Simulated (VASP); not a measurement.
```yaml
crystal:
  lattice:
    - [0.00000, 2.51558, 2.51558]
    - [2.51558, 0.00000, 2.51558]
    - [2.51558, 2.51558, 0.00000]
  atoms:
    - { symbol: Zr, position: [0.00000, 0.00000, 0.00000] }
    - { symbol: O, position: [0.25000, 0.25000, 0.25000] }
    - { symbol: O, position: [0.75000, 0.75000, 0.75000] }
```

The numbers are results of r2SCAN+rVV10, VASP's PBE PAW potentials (set 64) (plane waves; VASP), not measurements. Settings: 520 eV cut-off, 8×8×8 Γ-centred mesh, Gaussian smearing of 0.050 eV, potentials Zr_sv O.

Problem. Give the stress tensor in GPa (positive for a compressed cell).

Solution. 
```
8.49  0.00  0.00
0.00  8.49  0.00
0.00  0.00  8.49
```
The pressure is its mean diagonal, 8.49 GPa.

The compound is ZrO2 in the fluorite structure, the high-temperature cubic form, which is unstable at 0 K; the monoclinic form is the stable one. This cell is one point of a volume scan, at 0.97 of the reference volume.
